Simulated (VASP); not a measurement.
All values below come from PBE GGA, VASP's PBE PAW potentials (set 64) (plane waves; VASP).

A VASP calculation is set up with these files.

**INCAR**
```
SYSTEM = Al35MgN36
PREC = Normal
ENCUT = 400
EDIFF = 1E-5
NELM = 100
ALGO = Fast
LREAL = Auto
LASPH = .TRUE.
ISMEAR = 0
SIGMA = 0.05
GGA = PE
LWAVE = .TRUE.
LCHARG = .FALSE.
NELMIN = 4
ISYM = 0
ISPIN = 2
NUPDOWN = 1
MAGMOM = 72*0.0139
LORBIT = 10
IBRION = 2
ISIF = 2
NSW = 60
EDIFFG = -0.03
```

KPOINTS:
```
Automatic mesh
0
Gamma
1 1 1
0 0 0
```

### POSCAR
```
Al35MgN36
1
    4.6932676572    -8.1289780182     0.0000000000
    4.6932676572     8.1289780182     0.0000000000
    0.0000000000     0.0000000000    10.0192026154
Al N Mg
35 36 1
Direct
  0.2222220000   0.1111110000   0.2500000000
  0.1111110000   0.2222220000   0.0000000000
  0.2222220000   0.1111110000   0.7500000000
  0.1074920000   0.2211480000   0.4992230000
  0.2160250000   0.4413550000   0.2456200000
  0.1111110000   0.5555560000   0.0000000000
  0.2261980000   0.4435630000   0.7485270000
  0.1102230000   0.5539940000   0.5047900000
  0.2222220000   0.7777780000   0.2500000000
  0.1111110000   0.8888890000   0.0000000000
  0.2222220000   0.7777780000   0.7500000000
  0.1111110000   0.8888890000   0.5000000000
  0.5555560000   0.1111110000   0.2500000000
  0.4444440000   0.2222220000   0.0000000000
  0.5555560000   0.1111110000   0.7500000000
  0.4461870000   0.2184350000   0.4975870000
  0.5575620000   0.4476980000   0.2541090000
  0.4444440000   0.5555560000   0.0000000000
  0.5496770000   0.4399160000   0.7536330000
  0.5604160000   0.7820530000   0.2489140000
  0.4444440000   0.8888890000   0.0000000000
  0.5492350000   0.7739550000   0.7529260000
  0.4447030000   0.8860210000   0.4976180000
  0.8888890000   0.1111110000   0.2500000000
  0.7777780000   0.2222220000   0.0000000000
  0.8888890000   0.1111110000   0.7500000000
  0.7777780000   0.2222220000   0.5000000000
  0.8888890000   0.4444440000   0.2500000000
  0.7777780000   0.5555560000   0.0000000000
  0.8888890000   0.4444440000   0.7500000000
  0.7757790000   0.5529830000   0.4973000000
  0.8888890000   0.7777780000   0.2500000000
  0.7777780000   0.8888890000   0.0000000000
  0.8888890000   0.7777780000   0.7500000000
  0.7772740000   0.8904390000   0.5000910000
  0.2222220000   0.1111110000   0.4410000000
  0.1111110000   0.2222220000   0.1910000000
  0.2222220000   0.1111110000   0.9410000000
  0.1111110000   0.2222220000   0.6910000000
  0.2230740000   0.4445940000   0.4363420000
  0.1111110000   0.5555560000   0.1910000000
  0.2222220000   0.4444440000   0.9410000000
  0.1111110000   0.5555560000   0.6910000000
  0.2222220000   0.7777780000   0.4410000000
  0.1111110000   0.8888890000   0.1910000000
  0.2222220000   0.7777780000   0.9410000000
  0.1111110000   0.8888890000   0.6910000000
  0.5555560000   0.1111110000   0.4410000000
  0.4444440000   0.2222220000   0.1910000000
  0.5555560000   0.1111110000   0.9410000000
  0.4444440000   0.2222220000   0.6910000000
  0.5518680000   0.4441120000   0.4381250000
  0.4435780000   0.5518850000   0.1884750000
  0.5555560000   0.4444440000   0.9410000000
  0.4471160000   0.5579420000   0.6930150000
  0.5553170000   0.7723350000   0.4416610000
  0.4444440000   0.8888890000   0.1910000000
  0.5555560000   0.7777780000   0.9410000000
  0.4444440000   0.8888890000   0.6910000000
  0.8888890000   0.1111110000   0.4410000000
  0.7777780000   0.2222220000   0.1910000000
  0.8888890000   0.1111110000   0.9410000000
  0.7777780000   0.2222220000   0.6910000000
  0.8888890000   0.4444440000   0.4410000000
  0.7777780000   0.5555560000   0.1910000000
  0.8888890000   0.4444440000   0.9410000000
  0.7777780000   0.5555560000   0.6910000000
  0.8888890000   0.7777780000   0.4410000000
  0.7777780000   0.8888890000   0.1910000000
  0.8888890000   0.7777780000   0.9410000000
  0.7777780000   0.8888890000   0.6910000000
  0.4395930000   0.5552440000   0.4992620000
```

POTCAR, in this order: Al N Mg (PBE.64 set). Program: vasp_gam.

Output of the run:

File OSZICAR:
```
...
RMM:   4    -0.527181766404E+03    0.40907E-01   -0.20799E-01   724   0.952E-01    0.145E+00
RMM:   5    -0.527168252019E+03    0.13514E-01   -0.74623E-02   726   0.538E-01    0.109E+00
RMM:   6    -0.527162636679E+03    0.56153E-02   -0.53914E-02   728   0.398E-01    0.370E-01
RMM:   7    -0.527163098076E+03   -0.46140E-03   -0.10250E-02   726   0.198E-01    0.189E-01
RMM:   8    -0.527163175996E+03   -0.77920E-04   -0.27104E-03   748   0.953E-02    0.110E-01
RMM:   9    -0.527163185926E+03   -0.99303E-05   -0.63824E-04   736   0.479E-02    0.721E-02
RMM:  10    -0.527163195294E+03   -0.93678E-05   -0.22906E-04   723   0.282E-02    0.440E-02
RMM:  11    -0.527163187572E+03    0.77219E-05   -0.66779E-05   601   0.153E-02
   2 F= -.52716319E+03 E0= -.52715140E+03  d E =-.886833E+00  mag=     1.0000
       N       E                     dE             d eps       ncg     rms          rms(c)
DAV:   1    -0.527309638708E+03   -0.14644E+00   -0.37120E+01   744   0.140E+01    0.106E+00
RMM:   2    -0.527327655370E+03   -0.18017E-01   -0.55238E-01   724   0.154E+00    0.577E-01
RMM:   3    -0.527320083331E+03    0.75720E-02   -0.67617E-02   724   0.556E-01    0.410E-01
RMM:   4    -0.527317767968E+03    0.23154E-02   -0.18938E-02   724   0.266E-01    0.303E-01
RMM:   5    -0.527317247383E+03    0.52058E-03   -0.35584E-03   732   0.120E-01    0.191E-01
RMM:   6    -0.527317250026E+03   -0.26426E-05   -0.16196E-03   726   0.731E-02    0.865E-02
RMM:   7    -0.527317256337E+03   -0.63117E-05   -0.39817E-04   737   0.387E-02    0.361E-02
RMM:   8    -0.527317267207E+03   -0.10870E-04   -0.98603E-05   630   0.180E-02    0.178E-02
RMM:   9    -0.527317271312E+03   -0.41049E-05   -0.25225E-05   484   0.886E-03
   3 F= -.52731727E+03 E0= -.52730437E+03  d E =-.104092E+01  mag=     1.0000
       N       E                     dE             d eps       ncg     rms          rms(c)
DAV:   1    -0.527431566348E+03   -0.11430E+00   -0.27365E+01   744   0.127E+01    0.992E-01
RMM:   2    -0.527452684804E+03   -0.21118E-01   -0.47151E-01   724   0.153E+00    0.617E-01
RMM:   3    -0.527449783188E+03    0.29016E-02   -0.49797E-02   724   0.516E-01    0.376E-01
RMM:   4    -0.527447469343E+03    0.23138E-02   -0.18922E-02   724   0.274E-01    0.354E-01
RMM:   5    -0.527446583953E+03    0.88539E-03   -0.49668E-03   729   0.137E-01    0.141E-01
RMM:   6    -0.527446681727E+03   -0.97775E-04   -0.13140E-03   728   0.720E-02    0.907E-02
RMM:   7    -0.527446692653E+03   -0.10926E-04   -0.43680E-04   733   0.392E-02    0.542E-02
RMM:   8    -0.527446700470E+03   -0.78173E-05   -0.10552E-04   680   0.208E-02    0.288E-02
RMM:   9    -0.527446702985E+03   -0.25150E-05   -0.33337E-05   495   0.108E-02
   4 F= -.52744670E+03 E0= -.52743413E+03  d E =-.129432E+00  mag=     1.0000
       N       E                     dE             d eps       ncg     rms          rms(c)
DAV:   1    -0.527446742842E+03   -0.42372E-04   -0.94180E-03   808   0.235E-01    0.244E-02
RMM:   2    -0.527446748674E+03   -0.58312E-05   -0.19361E-04   718   0.304E-02    0.193E-02
RMM:   3    -0.527446749260E+03   -0.58614E-06   -0.20402E-05   469   0.104E-02    0.112E-02
RMM:   4    -0.527446747910E+03    0.13497E-05   -0.84806E-06   440   0.543E-03
   5 F= -.52744675E+03 E0= -.52743406E+03  d E =-.129477E+00  mag=     1.0000
       N       E                     dE             d eps       ncg     rms          rms(c)
DAV:   1    -0.527464467258E+03   -0.17718E-01   -0.49032E+00   744   0.547E+00    0.405E-01
RMM:   2    -0.527467340240E+03   -0.28730E-02   -0.74235E-02   724   0.611E-01    0.226E-01
RMM:   3    -0.527467022408E+03    0.31783E-03   -0.80506E-03   724   0.210E-01    0.141E-01
RMM:   4    -0.527466829736E+03    0.19267E-03   -0.28954E-03   724   0.105E-01    0.172E-01
RMM:   5    -0.527466642869E+03    0.18687E-03   -0.60189E-04   731   0.512E-02    0.689E-02
RMM:   6    -0.527466623056E+03    0.19813E-04   -0.26941E-04   716   0.305E-02    0.393E-02
RMM:   7    -0.527466624509E+03   -0.14537E-05   -0.61693E-05   591   0.158E-02
   6 F= -.52746662E+03 E0= -.52745314E+03  d E =-.198766E-01  mag=     1.0000
       N       E                     dE             d eps       ncg     rms          rms(c)
DAV:   1    -0.527467076005E+03   -0.45295E-03   -0.19467E-01   808   0.109E+00    0.841E-02
RMM:   2    -0.527467196769E+03   -0.12076E-03   -0.30465E-03   724   0.124E-01    0.520E-02
RMM:   3    -0.527467188760E+03    0.80096E-05   -0.32976E-04   724   0.426E-02    0.313E-02
RMM:   4    -0.527467179969E+03    0.87903E-05   -0.12477E-04   704   0.218E-02    0.376E-02
RMM:   5    -0.527467169881E+03    0.10088E-04   -0.29650E-05   485   0.111E-02    0.128E-02
RMM:   6    -0.527467170032E+03   -0.15108E-06   -0.10805E-05   442   0.613E-03
   7 F= -.52746717E+03 E0= -.52745363E+03  d E =-.204221E-01  mag=     1.0000
       N       E                     dE             d eps       ncg     rms          rms(c)
DAV:   1    -0.527470472489E+03   -0.33026E-02   -0.80864E-01   744   0.232E+00    0.161E-01
RMM:   2    -0.527471200485E+03   -0.72800E-03   -0.13388E-02   724   0.267E-01    0.952E-02
RMM:   3    -0.527471161348E+03    0.39137E-04   -0.15173E-03   724   0.930E-02    0.607E-02
RMM:   4    -0.527471125470E+03    0.35878E-04   -0.54844E-04   724   0.471E-02    0.649E-02
RMM:   5    -0.527471101152E+03    0.24319E-04   -0.11648E-04   735   0.219E-02    0.272E-02
RMM:   6    -0.527471099534E+03    0.16176E-05   -0.37687E-05   522   0.124E-02
   8 F= -.52747110E+03 E0= -.52745739E+03  d E =-.392950E-02  mag=     1.0000
       N       E                     dE             d eps       ncg     rms          rms(c)
DAV:   1    -0.527471159207E+03   -0.58055E-04   -0.22604E-02   848   0.387E-01    0.281E-02
RMM:   2    -0.527471181398E+03   -0.22191E-04   -0.38361E-04   724   0.454E-02    0.175E-02
RMM:   3    -0.527471181326E+03    0.72159E-07   -0.46169E-05   580   0.161E-02    0.134E-02
RMM:   4    -0.527471180416E+03    0.91054E-06   -0.14241E-05   446   0.767E-03
   9 F= -.52747118E+03 E0= -.52745734E+03  d E =-.401038E-02  mag=     1.0000
       N       E                     dE             d eps       ncg     rms          rms(c)
DAV:   1    -0.527472481518E+03   -0.13002E-02   -0.33788E-01   744   0.150E+00    0.122E-01
RMM:   2    -0.527472734134E+03   -0.25262E-03   -0.55551E-03   724   0.170E-01    0.832E-02
RMM:   3    -0.527472767833E+03   -0.33699E-04   -0.66405E-04   727   0.610E-02    0.514E-02
RMM:   4    -0.527472757246E+03    0.10587E-04   -0.28940E-04   724   0.319E-02    0.663E-02
RMM:   5    -0.527472722723E+03    0.34522E-04   -0.66626E-05   628   0.171E-02    0.190E-02
RMM:   6    -0.527472722517E+03    0.20649E-06   -0.28526E-05   493   0.989E-03
  10 F= -.52747272E+03 E0= -.52745870E+03  d E =-.154210E-02  mag=     1.0000
       N       E                     dE             d eps       ncg     rms          rms(c)
DAV:   1    -0.527472773018E+03   -0.50295E-04   -0.23246E-02   824   0.393E-01    0.334E-02
RMM:   2    -0.527472790637E+03   -0.17619E-04   -0.38618E-04   724   0.450E-02    0.214E-02
RMM:   3    -0.527472794159E+03   -0.35214E-05   -0.48446E-05   585   0.163E-02    0.152E-02
RMM:   4    -0.527472793889E+03    0.27003E-06   -0.20034E-05   462   0.838E-03
  11 F= -.52747279E+03 E0= -.52745858E+03  d E =-.161347E-02  mag=     1.0000
       N       E                     dE             d eps       ncg     rms          rms(c)
DAV:   1    -0.527473401656E+03   -0.60750E-03   -0.19510E-01   744   0.113E+00    0.108E-01
RMM:   2    -0.527473542511E+03   -0.14086E-03   -0.32999E-03   724   0.129E-01    0.766E-02
RMM:   3    -0.527473579227E+03   -0.36716E-04   -0.39730E-04   727   0.467E-02    0.441E-02
RMM:   4    -0.527473572609E+03    0.66186E-05   -0.17486E-04   715   0.239E-02    0.535E-02
RMM:   5    -0.527473549500E+03    0.23108E-04   -0.41840E-05   529   0.133E-02    0.142E-02
RMM:   6    -0.527473549100E+03    0.40043E-06   -0.18804E-05   463   0.819E-03
  12 F= -.52747355E+03 E0= -.52745928E+03  d E =-.755211E-03  mag=     1.0000
```

### OUTCAR
```
------------------------ aborting loop because EDIFF is reached ----------------------------------------
  FORCE on cell =-STRESS in cart. coord.  units (eV):
  Direction    XX          YY          ZZ          XY          YZ          ZX
  --------------------------------------------------------------------------------------
  Total       -2.8339521     -2.5162722    -19.8992432      0.0013300     -0.0079984      0.0040131
  in kB       -5.9392096     -5.2734371    -41.7035202      0.0027874     -0.0167626      0.0084105
  external PRESSURE =     -17.6387223 kB  Pullay stress =       0.0000000 kB
  volume of cell :      764.49
      direct lattice vectors                 reciprocal lattice vectors
     4.693267657 -8.128978018  0.000000000     0.106535582 -0.061508347  0.000000000
     4.693267657  8.128978018  0.000000000     0.106535582  0.061508347  0.000000000
     0.000000000  0.000000000 10.019202615     0.000000000  0.000000000  0.099808342
  FREE ENERGIE OF THE ION-ELECTRON SYSTEM (eV)
  ---------------------------------------------------
  free  energy   TOTEN  =      -527.4735490999 eV

  energy  without entropy=     -527.4450019530  energy(sigma->0) =     -527.45927553

 total charge

# of ion       s       p       d       tot
------------------------------------------
    1        0.361   0.433   0.000   0.794
    2        0.362   0.436   0.000   0.797
    3        0.361   0.434   0.000   0.794
    4        0.364   0.441   0.000   0.805
    5        0.361   0.435   0.000   0.796
    6        0.362   0.436   0.000   0.798
    7        0.361   0.437   0.000   0.799
    8        0.364   0.441   0.000   0.805
    9        0.361   0.433   0.000   0.794
   10        0.361   0.433   0.000   0.794
   11        0.361   0.434   0.000   0.795
   12        0.362   0.434   0.000   0.795
   13        0.361   0.433   0.000   0.794
   14        0.362   0.436   0.000   0.797
   15        0.361   0.434   0.000   0.795
   16        0.364   0.441   0.000   0.805
   17        0.361   0.435   0.000   0.796
   18        0.358   0.426   0.000   0.784
   19        0.361   0.437   0.000   0.798
   20        0.361   0.435   0.000   0.796
   21        0.362   0.436   0.000   0.797
   22        0.361   0.437   0.000   0.798
   23        0.364   0.441   0.000   0.805
   24        0.361   0.433   0.000   0.794
   25        0.361   0.433   0.000   0.793
   26        0.361   0.434   0.000   0.795
   27        0.360   0.431   0.000   0.791
   28        0.361   0.433   0.000   0.794
   29        0.362   0.436   0.000   0.797
   30        0.361   0.434   0.000   0.795
   31        0.364   0.441   0.000   0.805
   32        0.361   0.433   0.000   0.794
   33        0.362   0.436   0.000   0.797
   34        0.361   0.434   0.000   0.794
   35        0.364   0.441   0.000   0.805
   36        1.229   2.585   0.000   3.814
   37        1.230   2.589   0.000   3.819
   38        1.229   2.589   0.000   3.818
   39        1.229   2.588   0.000   3.817
   40        1.237   2.579   0.000   3.816
   41        1.230   2.589   0.000   3.819
   42        1.231   2.588   0.000   3.819
   43        1.229   2.588   0.000   3.817
   44        1.229   2.585   0.000   3.814
   45        1.229   2.591   0.000   3.820
   46        1.229   2.589   0.000   3.818
   47        1.229   2.589   0.000   3.818
   48        1.232   2.593   0.000   3.824
   49        1.230   2.589   0.000   3.819
   50        1.229   2.591   0.000   3.820
   51        1.229   2.588   0.000   3.817
   52        1.237   2.580   0.000   3.816
   53        1.228   2.576   0.000   3.804
   54        1.231   2.588   0.000   3.819
   55        1.237   2.569   0.000   3.805
   56        1.237   2.580   0.000   3.817
   57        1.230   2.589   0.000   3.819
   58        1.231   2.588   0.000   3.819
   59        1.229   2.588   0.000   3.817
   60        1.232   2.592   0.000   3.824
   61        1.229   2.588   0.000   3.817
   62        1.229   2.591   0.000   3.820
   63        1.229   2.588   0.000   3.817
   64        1.232   2.592   0.000   3.824
   65        1.230   2.589   0.000   3.819
   66        1.229   2.591   0.000   3.820
   67        1.229   2.588   0.000   3.817
   68        1.229   2.585   0.000   3.814
   69        1.230   2.590   0.000   3.820
   70        1.229   2.589   0.000   3.818
   71        1.229   2.588   0.000   3.817
   72        0.186   0.208   0.075   0.470
--------------------------------------------------
tot         57.133 108.585   0.075 165.794

 magnetization (x)

# of ion       s       p       d       tot
------------------------------------------
    1       -0.000  -0.000   0.000  -0.000
    2       -0.000   0.000   0.000  -0.000
    3       -0.000  -0.000   0.000  -0.000
    4       -0.001  -0.000   0.000  -0.001
    5       -0.000   0.000   0.000  -0.000
    6       -0.000   0.000   0.000  -0.000
    7       -0.001  -0.001   0.000  -0.001
    8       -0.001  -0.000   0.000  -0.001
    9       -0.000  -0.000   0.000  -0.000
...
```
(Selected blocks of OUTCAR.)

CONTCAR:
```
Al35MgN36
   1.00000000000000
     4.6932676571999998   -8.1289780181999998    0.0000000000000000
     4.6932676571999998    8.1289780181999998    0.0000000000000000
     0.0000000000000000    0.0000000000000000   10.0192026153999993
  Al              N               Mg
    35    36     1
Direct
     0.2219951566232979    0.1107300255584888    0.2495682781167819
     0.1103447408607984    0.2211574448383253    0.9993259164577742
     0.2220382003198929    0.1108285276349130    0.7490045633348599
     0.1097310887016262    0.2215595898646077    0.4991987323161746
     0.2201574246700646    0.4433698708088432    0.2488437209467352
     0.1103137199970132    0.5556941283965233    0.9993008930574833
     0.2212977062129392    0.4437695033178916    0.7510363355116287
     0.1097235734259811    0.5543487694955195    0.4992696021530906
     0.2220454152523308    0.7776628332808916    0.2495630759909758
     0.1110121097610814    0.8886974768540559    0.9995399747013243
     0.2221495261477312    0.7773581413577481    0.7490058882155386
     0.1108244042280342    0.8884246467666695    0.4993793077372844
     0.5553346349288718    0.1108635608574847    0.2501226779686555
     0.4441174468357638    0.2212164583330829    0.9994050367991297
     0.5554192855958727    0.1107168065956586    0.7492882329353552
     0.4449804268979049    0.2216270056352983    0.4992657009623790
     0.5560165974006127    0.4433204259680473    0.2491585332598184
     0.4442698012166236    0.5553280721151282    0.9984166196536033
     0.5554446590425512    0.4436532890305365    0.7510085392521427
     0.5562080053935032    0.7790494324383950    0.2490807852617475
     0.4441687524407569    0.8893375423454073    0.9994784668069995
     0.5555832516317440    0.7779077912503986    0.7510235832412407
     0.4450413436386045    0.8893835272041979    0.4992502607336464
     0.8887392822675020    0.1107960173560268    0.2500284157928553
     0.7777266167997914    0.2221515441713982    0.9998155589793080
     0.8885765629412721    0.1107976377814276    0.7491608685854215
     0.7775122129262529    0.2218622874262331    0.4987444510885523
     0.8887075946074663    0.4444945571633602    0.2500626496390312
     0.7783815330673876    0.5556361512390317    0.9995398968437803
     0.8884613289873236    0.4440620151767974    0.7492240712577225
     0.7774134621017744    0.5543449526385396    0.4993254134957765
     0.8888301452903704    0.7776884648121444    0.2496732016960913
     0.7784770269717637    0.8893720639826109    0.9994352119277471
     0.8885008278963276    0.7773469577398037    0.7491992681012577
     0.7775007965496149    0.8893022404466167    0.4993582516903198
     0.2218714253757332    0.1106005658665144    0.4415227638890469
     0.1103442055610626    0.2206569021744573    0.1902247956932292
     0.2219625856843153    0.1106091934523669    0.9407524112723189
     0.1106536920500783    0.2216371177759459    0.6915264835392886
     0.2059268468099633    0.4360867132368600    0.4365468660580332
     0.1102328271449163    0.5561365202973814    0.1901645364940609
     0.2203706474886760    0.4434409751535054    0.9434362467694165
     0.1105787890293267    0.5551900523459281    0.6916100472767807
     0.2219420207893142    0.7773998377016771    0.4415255491923067
     0.1109510044126458    0.8886493859761674    0.1910587023041102
     0.2220508817823812    0.7778215050268565    0.9407268662740386
     0.1108548799974127    0.8884371519744606    0.6911814582160869
     0.5550145727526676    0.1105630561460502    0.4413718632064058
     0.4435958874484211    0.2207455392274533    0.1903209382446998
     0.5558558432170646    0.1111310706318591    0.9409710361600674
     0.4441771693372003    0.2215054455678443    0.6915785742060017
     0.5627606196194899    0.4362784012140747    0.4369047543529019
     0.4441112826729778    0.5552410898377855    0.1917055006107351
     0.5561862959109776    0.4434155619807245    0.9434308067760501
     0.4440428635390595    0.5550726099215225    0.7064023789171701
     0.5628810669171873    0.7926061815794265    0.4368153142919894
     0.4436816261330650    0.8892617753795332    0.1903653875161941
     0.5562337642184562    0.7791733956633855    0.9434396496657762
     0.4442915978437625    0.8887093105111107    0.6915650854464294
     0.8885828877431010    0.1104621521494657    0.4412924004152886
     0.7776928412326619    0.2221502125284888    0.1914823460689916
     0.8885662842668762    0.1111456922752602    0.9408401254706561
     0.7775454423069694    0.2219398921918317    0.6909283280289737
     0.8885795347675968    0.4443916654984387    0.4413222696803238
     0.7786951186234993    0.5561048781912730    0.1904199187610348
     0.8884983941147125    0.4440032293974467    0.9409045729212229
     0.7775495675490138    0.5552067883306737    0.6916284563500145
     0.8886733424575449    0.7774453519301414    0.4416127490863527
     0.7788842333952212    0.8892581716993535    0.1902944067550449
     0.8890546871410971    0.7777663938283375    0.9409096831319159
     0.7776904949062140    0.8886901690286777    0.6916480938757651
     0.4436871141288869    0.5548782844256154    0.4976846485691424
```

At this cut-off the stress carries a Pulay error, which pulls relaxed volumes low. The supercell is sampled at Γ alone, which is coarse: total energies, pressure and levels can be off, energies of defects by several tenths of an eV.

The cell is a supercell with a defect, built from AlN (wurtzite): Mg_Al.
